**Question**

I am computing the volume of TiSi₂ and want to choose a functional. I took it for granted that adding a dispersion correction repairs something that the plain functional lacks, so that the corrected volume should be the better one. These are the results:

Kohn–Sham DFT calculations with VASP for TiSi₂ (space group Fddd, 6-atom cell), without spin polarisation, with a plane-wave cutoff of 600 eV, a 7×7×7 k mesh and Fermi–Dirac smearing of 0.05 eV. Cell and atomic positions are relaxed with each method for a static lattice; PBE-rVV10 uses the parameter b = 10.

```csv
method,rung,potentials,equilibrium volume (Å³/atom)
LDA,LDA,"VASP PAW LDA potentials, recommended",13.507
BLYP-D3(BJ),GGA,"VASP PAW PBE potentials, recommended",13.458
BLYP-D4,GGA,"VASP PAW PBE potentials, recommended",14.028
PBE,GGA,"VASP PAW PBE potentials, recommended",14.166
PBE-D3,GGA,"VASP PAW PBE potentials, recommended",13.662
PBE-D3(BJ),GGA,"VASP PAW PBE potentials, recommended",13.552
PBE-D4,GGA,"VASP PAW PBE potentials, recommended",13.731
PBE-TS,GGA,"VASP PAW PBE potentials, recommended",13.538
PBE-rVV10,GGA,"VASP PAW PBE potentials, recommended",14.077
PBEsol,GGA,"VASP PAW PBE potentials, recommended",13.790
PBEsol-D3,GGA,"VASP PAW PBE potentials, recommended",13.405
PBEsol-D3(BJ),GGA,"VASP PAW PBE potentials, recommended",13.272
RPBE,GGA,"VASP PAW PBE potentials, recommended",14.396
```

Now I'm unsure. Some corrected volumes end up at or below LDA, while BLYP-D4 gives a perfectly ordinary value. Which of these numbers should I distrust, how could I have noticed it without a measured volume, and what goes wrong?

**Answer**

Distrust the atom-pairwise corrections (D3, D3(BJ), D4 and TS) for the volume of this metal, including the one that looks good. They add an attraction designed mainly for weak forces between molecules to atoms that already share their valence electrons in strong bonds. The extra attraction pulls the crystal together too strongly. There are three signs of it, two in the table and one in the energies of the same runs.

The first sign is the position relative to LDA. LDA usually makes solids too small, and functionals with density gradients were built largely to weaken its overly strong bonds. Without a correction the order here is the familiar one: LDA, PBEsol, PBE, RPBE, from small to large. Adding D3(BJ) to PBE undoes 93 % of the step from LDA to PBE, so the gain from the gradient terms is almost lost.

On PBEsol, which starts closer to LDA, the same correction goes right through that lower mark and ends 0.24 Å³/atom below it. PBEsol-D3 and BLYP-D3(BJ) also lie below LDA, but by less. I wouldn't read much into gaps of a few hundredths, because LDA was run with its own potentials and the other functionals with PBE potentials. The measured volume is roughly 14 Å³/atom as I recall it, which makes the PBEsol-D3(BJ) result clearly too small but is too coarse to decide between plain PBE and plain PBEsol.

The second sign is what happens when you keep the functional and exchange the correction. From D4 to D3(BJ), the PBE volume falls by 13.731 − 13.552 = 0.179 Å³/atom, but the BLYP volume falls by 0.57 Å³/atom. Two recipes for the same missing attraction should not differ by that much. The BLYP-D4 volume therefore depends heavily on the choice of recipe, however sensible it looks.

Agreement between recipes is no guarantee either. The four pairwise corrections on PBE lie within about 0.2 Å³/atom of each other, yet they share the assumption that is in doubt here. The correction of a different kind, rVV10, computes the attraction from the electron density and shrinks the PBE cell by only 0.09 Å³/atom. It was run with a parameter choice that makes it weak, so its small effect isn't an independent verdict on the others.

The third sign is the dispersion energy itself, which the same calculations give for several rows. With BLYP-D3(BJ) it amounts to 1.28 eV per atom. The whole crystal is bound by very roughly 5 eV per atom, so a term meant for weak forces between molecules would supply about a quarter of the binding of a metal. That should raise suspicion before you look at any volume.

To see how this energy becomes a contraction, treat the crystal as a spring with a weak extra pull. Let $V$ be the volume per atom, $V_0$ its value without the correction, $B$ the bulk modulus and $D$ the size of the dispersion energy per atom. Near the minimum,

$$E(V)=\frac{B\,(V-V_0)^2}{2V_0}-D\left(\frac{V_0}{V}\right)^m .$$

The exponent $m$ tells how quickly the attraction grows on compression. Setting the derivative to zero, with $V$ close to $V_0$ in the second term, gives

$$V-V_0\approx-\frac{mD}{B}.$$

A correction thus shrinks a crystal more when its energy is large, when that energy changes steeply with volume, and when the crystal is soft. A large but flat attraction would lower the energy and leave the volume alone.

For an undamped attraction that falls off as $r^{-6}$, the exponent is $m=2$, because $r^3$ scales with the volume. With a bulk modulus of roughly 150 GPa, the cell should then shrink by about 2 Å³ for each eV of dispersion energy. PBE-D3(BJ), PBE-D4 and PBEsol-D3(BJ) give about half of that, 1.06 Å³ per eV on average.

Damping is the natural reason for the lower value. In the D3(BJ) form, the first term of the pair energy goes as $-C_6/(r^6+R^6)$, where $C_6$ is the strength of the pair attraction and $R$ a damping length; a further term of higher order is damped in the same way. Well inside $R$ this energy levels off, so the closest atoms, near 2.5 Å, contribute much energy but comparatively little pull. Atoms somewhat further out, at distances near $R$, pull most effectively. If $R$ reaches well beyond the nearest neighbours, the energy of an atom roughly counts the neighbours within $R$. Their number grows as $1/V$, so $m$ falls from 2 to about 1, which would halve the contraction. Damping therefore softens the contraction but doesn't remove it.

The two BLYP rows did not enter the average. Plain BLYP is not in the table, so their contractions are unknown, but the difference between the two rows can test whether the same volume change per eV holds for them. It can't test whether damping is the cause of the lower value. Their dispersion energies are 1.277 eV per atom with D3(BJ) and 0.756 eV per atom with D4. The predicted difference in volume is

$$(1.277-0.756)\ \text{eV}\times1.06\ \text{Å}^3/\text{eV}\approx0.55\ \text{Å}^3\ \text{per atom},$$

and the computed volumes differ by 0.57 Å³/atom. The analysis printed below contains the individual ratios.

This agreement supports a similar volume change per eV of added energy in the runs used here. It doesn't make the size of the energy the cause: what pulls is its change with volume, and this kind of damping keeps that change a similar fraction of the energy from run to run. It is not a measurement of $m$, because $m$ and $B$ enter only as a ratio. The model is also coarse: it uses one stiffness for every functional, it ignores that a crystal stiffens as it contracts, and it takes the dispersion energy at the final volume instead of at $V_0$. PBEsol-D3(BJ) contracts about 10 % less per eV than PBE-D3(BJ), perhaps because the smaller PBEsol crystal is stiffer, but I haven't separated that from the different damping.

Why is the added energy too large in the first place? Standard theory offers two reasons, which the volumes fit but cannot separate. The first is screening. A pairwise correction assigns each atom a polarisability derived from free atoms or small molecules and then sums over pairs. In this metal, the valence electrons of Ti and Si are spread over many atoms. They respond collectively and screen the fluctuating dipoles. A sum over independent pairs largely misses this and makes the attraction too strong. D4 adds a term for triples of atoms, but that is no substitute for the collective response of a metal.

The second reason is double counting. Dispersion corrections are meant mainly for distances at which the electron clouds hardly overlap and a semilocal functional has no attraction to offer. In TiSi₂ the neighbours overlap strongly, and the functional already describes much of their correlation. Damping is supposed to prevent the same binding from being counted twice, but its parameters are adjusted mainly to molecules, where an atom has far fewer neighbours at intermediate distance than in a dense crystal. A small excess per pair then adds up over many pairs.

An excess of this kind can also stay hidden, as it probably does in BLYP-D4. BLYP binds molecules too weakly at intermediate distances, so its correction has to be strong: the D4 energy in TiSi₂ is 1.9 times as large with BLYP as with PBE. Plain BLYP is also known to make solids too large. An overly large starting volume and an overly strong contraction can then cancel to an ordinary result. If the volume change per eV found above holds for the whole D4 contraction, that contraction is about 0.8 Å³ per atom. The cancellation remains an inference, because plain BLYP is missing from the table. The large change on going to D3(BJ) fits it but doesn't prove it.

For the volume of this compound I would therefore use PBE or PBEsol without a pairwise correction. The choice matters if you go on to model a lattice-matched interface between TiSi₂ and silicon. D3(BJ) shortens the PBE lattice by 1.5 % in length, averaged over the three axes, and the change along the interface enters the computed misfit strain except for the part by which the same correction also shrinks silicon. If you do need dispersion, for example for a molecule on the surface, first compare the bulk metal with and without it. A contraction towards LDA, together with a dispersion energy that is a sizeable part of the cohesion, is a warning that the correction is acting on strong bonds it wasn't made for. It isn't proof, because PBE makes many solids slightly too large, and there a modest contraction can improve the volume.

The analysis program printed:

```
Volumes against PBE and LDA:
            row  minus PBE (A3/atom)  minus PBE (%)  minus LDA (A3/atom)
            LDA               -0.659         -4.652                    0
    BLYP-D3(BJ)               -0.708         -4.998               -0.049
        BLYP-D4               -0.138        -0.9742                0.521
            PBE                    0              0                0.659
         PBE-D3               -0.504         -3.558                0.155
     PBE-D3(BJ)               -0.614         -4.334                0.045
         PBE-D4               -0.435         -3.071                0.224
         PBE-TS               -0.628         -4.433                0.031
      PBE-rVV10               -0.089        -0.6283                 0.57
         PBEsol               -0.376         -2.654                0.283
      PBEsol-D3               -0.761         -5.372               -0.102
  PBEsol-D3(BJ)               -0.894         -6.311               -0.235
           RPBE                 0.23          1.624                0.889
Spread of the five corrected PBE volumes (A3/atom): 0.539
PBE minus PBEsol, both uncorrected (A3/atom): 0.376
Share of the PBE to LDA gap closed by D3(BJ) on PBE (%): 93.17
Change of PBE lattice length by D3(BJ) (%): -1.466
Shift of PBEsol by D3 (A3/atom): -0.385
Shift of PBEsol by D3(BJ) (A3/atom): -0.518
Contraction per eV of dispersion energy, PBE-D3(BJ) (A3/eV): 1.104
Contraction per eV of dispersion energy, PBE-D4 (A3/eV): 1.079
Contraction per eV of dispersion energy, PBEsol-D3(BJ) (A3/eV): 0.9943
Mean of these three (A3/eV): 1.059
Undamped r^-6 estimate 2/B with rough B (A3/eV): 2.136
BLYP-D4 minus BLYP-D3(BJ), predicted from the mean (A3/atom): 0.5518
BLYP-D4 minus BLYP-D3(BJ), computed volumes (A3/atom): 0.57
D4 dispersion energy, BLYP over PBE (ratio): 1.876
```
